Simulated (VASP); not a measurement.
The input files of a VASP run:

**KPOINTS**
```
Automatic mesh
0
Gamma
8 8 4
0 0 0
```

### INCAR
```
ALGO = Normal
EDIFF = 1E-7
EDIFFG = -0.01
ENCUT = 520
GGA = PE
IBRION = 2
ISIF = 4
ISMEAR = 0
LASPH = T
LCHARG = F
LMAXMIX = 4
LREAL = F
LWAVE = F
NELM = 100
NSW = 30
PREC = Accurate
SIGMA = 0.05
SYSTEM = ZrSe2
```

### POSCAR
```
ZrSe2
1.0
  1.8623191794  -3.2256316672   0.0000000000
  1.8623191794   3.2256316672   0.0000000000
  0.0000000000   0.0000000000   6.6742173243
Zr Se
1 2
Cartesian
  0.0000000000   0.0000000000   0.0000000000
  1.8623191794   1.0752127062   1.5497910268
  1.8623191794  -1.0752127062   5.1244262975
```

POTCAR, in this order: Zr_sv Se (PBE.64 set). Program: vasp_std.

Translate this PBE calculation to Quantum ESPRESSO's pw.x.

One equivalent input (not run):
```
&CONTROL
  calculation = 'vc-relax'
  pseudo_dir = './pseudo'
  outdir = './out'
  tprnfor = .true.
  tstress = .true.
  nstep = 30
  forc_conv_thr = 0.00039
/
&SYSTEM
  ibrav = 0
  nat = 3
  ntyp = 2
  ecutwfc = 86
  occupations = 'smearing'
  smearing = 'gaussian'
  degauss = 0.003675
  input_dft = 'pbe'
/
&ELECTRONS
  conv_thr = 7.3e-09
  electron_maxstep = 100
/
&IONS
/
&CELL
  cell_dofree = 'shape'
/
ATOMIC_SPECIES
  Zr 91.224 Zr.upf
  Se 78.971 Se.upf
CELL_PARAMETERS angstrom
     1.8623192   -3.2256317    0.0000000
     1.8623192    3.2256317    0.0000000
     0.0000000    0.0000000    6.6742173
ATOMIC_POSITIONS crystal
  Zr   0.0000000  0.0000000  0.0000000
  Se   0.3333330  0.6666670  0.2322057
  Se   0.6666670  0.3333330  0.7677943
K_POINTS automatic
  8 8 4 0 0 0
```
What does not carry over: the potentials are each code's own (VASP's PAW set, PseudoDojo norm-conserving files in pw.x), so ENCUT and ecutwfc are chosen apart and not converted; conv_thr bounds pw.x's estimated SCF error, while EDIFF bounds the energy change between steps; forc_conv_thr acts on force components and is met together with etot_conv_thr.

The compound is ZrSe2 in the 1T layered structure. This cell is one point of a volume scan, at 0.94 of the reference volume. Symmetry was kept, so distortions that lower it aren't found.
